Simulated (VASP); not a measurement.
SnSe:

```xyz
8
Lattice="11.5000 0.0000 0.0000 0.0000 4.1530 0.0000 0.0000 0.0000 4.4450" Properties=species:S:1:pos:R:3 pbc="T T T"
Se    9.8359    1.0382    2.1425
Se    7.4141    3.1147    4.3650
Se    1.6641    3.1147    2.3025
Se    4.0859    1.0382    0.0800
Sn    1.3593    1.0382    0.4601
Sn    4.3907    3.1147    2.6826
Sn   10.1407    3.1147    3.9849
Sn    7.1093    1.0382    1.7624
```

The cell was built by a generator and needn't be a form met in nature.

| Quantity | Value |
| --- | --- |
| Program | VASP 6.6.1 |
| Task | relaxation of cell and atoms |
| Functional | PBEsol |
| Potentials or basis | VASP PAW PBE potentials, release 64 (Se, Sn_d) |
| Cutoff | 600 eV |
| k mesh | 3 × 8 × 8 |
| Occupations | gaussian, width 0.03 eV |
| Spin | no spin polarisation |

At the start: pressure -0.5 GPa; volume 26.54 Å³/atom.

Task: Where does the relaxation end?

Result: Over 9 steps the energy falls by 2.1 meV/atom and the volume is 25.93 Å³/atom (-2.3 %); space group Pnma (No. 62, to 0.05 Å).

The path:
```tsv
step	energy change (eV)	largest force (eV/Å)	pressure (GPa)	volume (Å³)
1	0.0000	0.0808	-0.47	212.29
2	-0.0058	0.1053	0.04	209.91
3	-0.0062	0.1182	0.22	209.09
4	-0.0110	0.0790	0.15	208.57
5	-0.0150	0.0388	0.00	207.27
6	-0.0151	0.0265	0.02	207.48
7	-0.0159	0.0185	-0.01	207.54
8	-0.0160	0.0167	-0.03	207.56
9	-0.0164	0.0128	0.01	207.42
```

Final structure:
```xyz
8
Lattice="11.4089 0.0000 0.0000 0.0000 4.1443 0.0000 0.0000 0.0000 4.3869" Properties=species:S:1:pos:R:3 pbc="T T T"
Se    9.7763    1.0361    2.0912
Se    7.3371    3.1082    4.2846
Se    1.6327    3.1082    2.2958
Se    4.0718    1.0361    0.1023
Sn    1.3315    1.0361    0.4349
Sn    4.3729    3.1082    2.6284
Sn   10.0774    3.1082    3.9520
Sn    7.0360    1.0361    1.7586
```

Caveat: the PAW data sets were made with another functional, which shifts forces and pressure a little.
